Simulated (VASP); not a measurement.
The system is Be3ZnSe4.

```
CELL_PARAMETERS angstrom
5.22000 0.00000 0.00000
0.00000 5.22000 0.00000
0.00000 0.00000 5.22000
ATOMIC_POSITIONS crystal
Be 0.50000 0.50000 0.00000
Be 0.50000 0.00000 0.50000
Be 0.00000 0.50000 0.50000
Zn 0.00000 0.00000 0.00000
Se 0.26200 0.73800 0.73800
Se 0.73800 0.73800 0.26200
Se 0.73800 0.26200 0.73800
Se 0.26200 0.26200 0.26200
```

The cell was built by a generator and needn't be a form met in nature.

```yaml
Program: VASP 6.6.1
Task: relaxation of cell and atoms
Functional: PBE
Potentials_or_basis: VASP PAW PBE potentials, release 64 (Be, Zn, Se)
Cutoff: 520 eV
k_mesh: 3 × 3 × 3
Occupations: gaussian, width 0.15 eV
Spin: no spin polarisation
```

At the start: pressure 4.7 GPa; volume 17.78 Å³/atom.

Q: How do energy, volume and symmetry change on relaxing?

A: Over 3 steps the energy falls by 16.2 meV/atom and the volume is 18.87 Å³/atom (+6.2 %); space group P-43m (No. 215, to 0.05 Å).

Step by step:
```tsv
step	energy change (eV)	largest force (eV/Å)	pressure (GPa)	volume (Å³)
1	0.0000	0.1888	4.72	142.24
2	-0.1222	0.0322	-1.19	153.30
3	-0.1295	0.0064	0.02	151.00
```

Final structure:
```
Be Zn Se
1.0
     5.32503    0.00000    0.00000
     0.00000    5.32503    0.00000
     0.00000    0.00000    5.32503
Be Zn Se
3 1 4
Direct
  0.50000 0.50000 0.00000
  0.50000 0.00000 0.50000
  0.00000 0.50000 0.50000
  0.00000 0.00000 0.00000
  0.26281 0.73719 0.73719
  0.73719 0.73719 0.26281
  0.73719 0.26281 0.73719
  0.26281 0.26281 0.26281
```
